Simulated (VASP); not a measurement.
Output of a VASP run:

File OSZICAR:
```
       N       E                     dE             d eps       ncg     rms          rms(c)
DAV:   1     0.943988231150E+02    0.94399E+02   -0.64192E+03 29747   0.124E+03
DAV:   2     0.683681767722E+00   -0.93715E+02   -0.91869E+02 30047   0.302E+02
DAV:   3    -0.347197257720E+01   -0.41557E+01   -0.41333E+01 34580   0.759E+01
DAV:   4    -0.356354649169E+01   -0.91574E-01   -0.91545E-01 35355   0.123E+01
DAV:   5    -0.356741506054E+01   -0.38686E-02   -0.38685E-02 37047   0.223E+00    0.530E-01
DAV:   6    -0.355813392708E+01    0.92811E-02   -0.14937E-02 35666   0.236E+00    0.264E-01
DAV:   7    -0.355589588268E+01    0.22380E-02   -0.66262E-03 35027   0.148E+00    0.895E-02
DAV:   8    -0.355583623293E+01    0.59650E-04   -0.38755E-04 34635   0.374E-01    0.101E-02
DAV:   9    -0.355583265782E+01    0.35751E-05   -0.10326E-05 39162   0.603E-02    0.504E-03
DAV:  10    -0.355583153241E+01    0.11254E-05   -0.90197E-07 19111   0.108E-02    0.461E-04
DAV:  11    -0.355583159770E+01   -0.65291E-07   -0.17198E-07 16594   0.921E-03
   1 F= -.35558316E+01 E0= -.35558213E+01  d E =-.309851E-04
```

### OUTCAR
```
------------------------ aborting loop because EDIFF is reached ----------------------------------------
  FORCE on cell =-STRESS in cart. coord.  units (eV):
  Direction    XX          YY          ZZ          XY          YZ          ZX
  --------------------------------------------------------------------------------------
  Total        0.4172125      0.4172105      0.4172117      0.0000141      0.0000130      0.0000119
  in kB       22.0451091     22.0450046     22.0450684      0.0007435      0.0006882      0.0006304
  external PRESSURE =      22.0450607 kB  Pullay stress =       0.0000000 kB
  volume of cell :       30.32
      direct lattice vectors                 reciprocal lattice vectors
     0.000000000  2.475000000  2.475000000    -0.202020202  0.202020202  0.202020202
     2.475000000  0.000000000  2.475000000     0.202020202 -0.202020202  0.202020202
     2.475000000  2.475000000  0.000000000     0.202020202  0.202020202 -0.202020202
 POSITION                                       TOTAL-FORCE (eV/Angst)
 -----------------------------------------------------------------------------------
      0.00000      0.00000      0.00000        -0.000003     -0.000003      0.000000
 -----------------------------------------------------------------------------------
    total drift:                               -0.000003     -0.000003      0.000000
  FREE ENERGIE OF THE ION-ELECTRON SYSTEM (eV)
  ---------------------------------------------------
  free  energy   TOTEN  =        -3.5558315977 eV

  energy  without entropy=       -3.5558006126  energy(sigma->0) =       -3.55582127
```
(Selected blocks of OUTCAR.)

**POSCAR**
```
Pb
1
    0.0000000000     2.4750000000     2.4750000000
    2.4750000000     0.0000000000     2.4750000000
    2.4750000000     2.4750000000     0.0000000000
Pb
1
Direct
  0.0000000000   0.0000000000   0.0000000000
```

### Question
Write an INCAR and KPOINTS that could have produced this output.

### Answer
One answer among several that fit: the input of the run itself, PBE GGA, plane waves, VASP's PBE PAW potentials (set 64).

**KPOINTS**
```
Automatic mesh
0
Gamma
11 11 11
0 0 0
```

### INCAR
```
SYSTEM = Pb
PREC = Accurate; ENCUT = 400; LREAL = F
LASPH = T; ISYM = -1
EDIFF = 1E-6; NELM = 100; ALGO = Normal
LMAXMIX = 4
ISMEAR = 1; SIGMA = 0.1
GGA = PE
ISIF = 2
LWAVE = F; LCHARG = F
```

POTCAR, in this order: Pb_d (PBE.64 set). Program: vasp_std.

The compound is Pb in the fcc structure. The cell was not relaxed at this level. The run is one of a series of settings (ISYM = -1 against the base run), some of them coarse on purpose.
